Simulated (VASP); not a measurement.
Given:

```yaml
crystal:
  lattice:
    - [-2.68062, 2.68062, 5.21497]
    - [2.68062, -2.68062, 5.21497]
    - [2.68062, 2.68062, -5.21497]
  atoms:
    - { symbol: Zn, position: [0.00000, 0.00000, 0.00000] }
    - { symbol: Zn, position: [0.75000, 0.25000, 0.50000] }
    - { symbol: Si, position: [0.50000, 0.50000, 0.00000] }
    - { symbol: Si, position: [0.25000, 0.75000, 0.50000] }
    - { symbol: P, position: [0.87500, 0.85996, 0.48496] }
    - { symbol: P, position: [0.14004, 0.62500, 0.01504] }
    - { symbol: P, position: [0.37500, 0.39004, 0.51504] }
    - { symbol: P, position: [0.60996, 0.12500, 0.98496] }
```

The numbers are results of PBEsol GGA, VASP's PBE PAW potentials (set 64) (plane waves; VASP 6.6.1), not measurements. Settings: 400 eV cut-off, 7×7×7 Γ-centred mesh, tetrahedra with Blöchl corrections, potentials Zn Si P.

Task: Predict the energy per atom (σ→0), band gap (on the k-mesh) with the smallest direct gap where there is one.

Result: 
The band gap (on the k-mesh) comes out as 1.15 eV and the smallest direct gap (on the k-mesh) comes out as 1.15 eV. The energy per atom (σ→0) is -5.029 eV/atom.

The absolute energy has meaning only against runs of the same code, potentials and settings.

The compound is ZnSiP2 in the chalcopyrite structure. It was relaxed first.
